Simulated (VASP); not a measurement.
Here is a VASP 6.6.1 calculation.

INCAR

```
SYSTEM = La3Te4
ALGO = Normal
EDIFF = 1E-7
EDIFFG = -0.005
ENCUT = 600
GGA = CA
IBRION = 2
ISIF = 3
ISMEAR = 1
KPAR = 4
LASPH = .True.
LCHARG = .False.
LREAL = .False.
LWAVE = .False.
NELM = 80
NSW = 90
PREC = Accurate
SIGMA = 0.1
```

The input KPOINTS:

```
k-points
0
Gamma
  6 6 6
  0 0 0
```

POSCAR

```
La3Te4                                  
1.0
   -4.7255361478      4.7255361478      4.7255361478
    4.7255361478     -4.7255361478      4.7255361478
    4.7255361478      4.7255361478     -4.7255361478
  La              Te            
     6     8
Direct
     0.2500000000000000    0.6250000000000000    0.3750000000000000
     0.3750000000000000    0.2500000000000000    0.6250000000000000
     0.7500000000000000    0.8750000000000000    0.1250000000000000
     0.1250000000000000    0.7500000000000000    0.8750000000000000
     0.6250000000000000    0.3750000000000000    0.2500000000000000
     0.8750000000000000    0.1250000000000000    0.7500000000000000
     0.1552311595696184    0.1552311595696184    0.1552311595696184
     0.8447688404303816    0.5000000000000000    0.0000000000000000
     0.5000000000000000    0.0000000000000000    0.3447688404303816
     0.0000000000000000    0.8447688404303816    0.5000000000000000
     0.3447688404303816    0.5000000000000000    0.0000000000000000
     0.6552311595696184    0.6552311595696184    0.6552311595696184
     0.0000000000000000    0.3447688404303816    0.5000000000000000
     0.5000000000000000    0.0000000000000000    0.8447688404303816
```

Potentials or basis: VASP PAW LDA potentials, release 64 (La, Te).

Launch:

```console
$ cat potpaw_LDA.64/La/POTCAR potpaw_LDA.64/Te/POTCAR > POTCAR
$ mpirun -np 4 vasp_std > vasp.out
```

Estimate the band gap on the k mesh.

none (metal or under the smearing width).

Forces on the atoms (eV/Å):
```
La   0.000  0.000  0.000
La   0.000  0.000  0.000
La   0.000  0.000  0.000
La   0.000  0.000  0.000
La   0.000  0.000  0.000
La   0.000  0.000  0.000
Te  -0.002 -0.002 -0.002
Te  -0.002  0.002  0.002
Te   0.002  0.002 -0.002
Te   0.002 -0.002  0.002
Te  -0.002  0.002  0.002
Te  -0.002 -0.002 -0.002
Te   0.002 -0.002  0.002
Te   0.002  0.002 -0.002
```

Caveat: the relaxation stopped at its first step, so nothing moved. The run has no spin-orbit coupling, so splittings on La, Te are missing.
